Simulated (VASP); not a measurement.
Here is the system:

```
GaAs
1.0
    0.00000     2.82500     2.82500
    2.82500     0.00000     2.82500
    2.82500     2.82500     0.00000
Ga As
1 1
Direct
  0.00000   0.00000   0.00000
  0.25000   0.25000   0.25000
```

Computed with G0W0 on PBE orbitals, VASP's PBE PAW potentials (set 64) (plane waves; VASP). Settings: PREC = Normal, 500 eV cut-off, 6×6×6 Γ-centred mesh, Gaussian smearing of 0.010 eV, potentials Ga_d_GW As_GW.

The mesh is coarse and the basis finite, so the quasiparticle values are not converged.

NBANDS = 128, ENCUTGW = 180 eV, NOMEGA = 64. The PBE levels (eV) that the step starts from are:

```
state                            KS energy  filling
-------------------------------  ---------  -------
k1 (0.00, 0.00, 0.00), band 6        -8.87        2
k1 (0.00, 0.00, 0.00), band 7         3.87        2
k1 (0.00, 0.00, 0.00), band 8         3.87        2
k1 (0.00, 0.00, 0.00), band 9         3.87        2
k1 (0.00, 0.00, 0.00), band 10        4.40        0
k1 (0.00, 0.00, 0.00), band 11        7.60        0
k1 (0.00, 0.00, 0.00), band 12        7.60        0
k1 (0.00, 0.00, 0.00), band 13        7.60        0
k3 (0.33, 0.00, 0.00), band 6        -7.72        2
k3 (0.33, 0.00, 0.00), band 7        -1.51        2
k3 (0.33, 0.00, 0.00), band 8         2.94        2
k3 (0.33, 0.00, 0.00), band 9         2.94        2
k3 (0.33, 0.00, 0.00), band 10        5.09        0
k3 (0.33, 0.00, 0.00), band 11        8.56        0
k3 (0.33, 0.00, 0.00), band 12        8.56        0
k3 (0.33, 0.00, 0.00), band 13       11.13        0
k8 (-0.33, 0.17, 0.00), band 6       -7.19        2
k8 (-0.33, 0.17, 0.00), band 7       -2.11        2
k8 (-0.33, 0.17, 0.00), band 8        1.03        2
k8 (-0.33, 0.17, 0.00), band 9        2.67        2
k8 (-0.33, 0.17, 0.00), band 10       6.34        0
k8 (-0.33, 0.17, 0.00), band 11       8.60        0
k8 (-0.33, 0.17, 0.00), band 12       9.18        0
k8 (-0.33, 0.17, 0.00), band 13      11.02        0
```

### Question
Give the quasiparticle energies and renormalisation factors Z.

### Answer

| state | QP energy (eV) | Z |
|---|---|---|
| k1 (0.00, 0.00, 0.00), band 6 | -9.18 | 0.62 |
| k1 (0.00, 0.00, 0.00), band 7 | 3.42 | 0.76 |
| k1 (0.00, 0.00, 0.00), band 8 | 3.42 | 0.76 |
| k1 (0.00, 0.00, 0.00), band 9 | 3.42 | 0.76 |
| k1 (0.00, 0.00, 0.00), band 10 | 4.83 | 0.77 |
| k1 (0.00, 0.00, 0.00), band 11 | 7.65 | 0.75 |
| k1 (0.00, 0.00, 0.00), band 12 | 7.65 | 0.75 |
| k1 (0.00, 0.00, 0.00), band 13 | 7.65 | 0.75 |
| k3 (0.33, 0.00, 0.00), band 6 | -8.10 | 0.65 |
| k3 (0.33, 0.00, 0.00), band 7 | -1.97 | 0.70 |
| k3 (0.33, 0.00, 0.00), band 8 | 2.45 | 0.75 |
| k3 (0.33, 0.00, 0.00), band 9 | 2.45 | 0.75 |
| k3 (0.33, 0.00, 0.00), band 10 | 5.29 | 0.77 |
| k3 (0.33, 0.00, 0.00), band 11 | 8.60 | 0.75 |
| k3 (0.33, 0.00, 0.00), band 12 | 8.60 | 0.75 |
| k3 (0.33, 0.00, 0.00), band 13 | 11.16 | 0.73 |
| k8 (-0.33, 0.17, 0.00), band 6 | -7.57 | 0.66 |
| k8 (-0.33, 0.17, 0.00), band 7 | -2.56 | 0.70 |
| k8 (-0.33, 0.17, 0.00), band 8 | 0.51 | 0.73 |
| k8 (-0.33, 0.17, 0.00), band 9 | 2.16 | 0.75 |
| k8 (-0.33, 0.17, 0.00), band 10 | 6.52 | 0.76 |
| k8 (-0.33, 0.17, 0.00), band 11 | 8.58 | 0.75 |
| k8 (-0.33, 0.17, 0.00), band 12 | 9.23 | 0.74 |
| k8 (-0.33, 0.17, 0.00), band 13 | 11.06 | 0.73 |
On the mesh the gap opens from 0.52 to 1.41 eV.

The compound is GaAs in the zinc blende structure. The cell was not relaxed at this level.
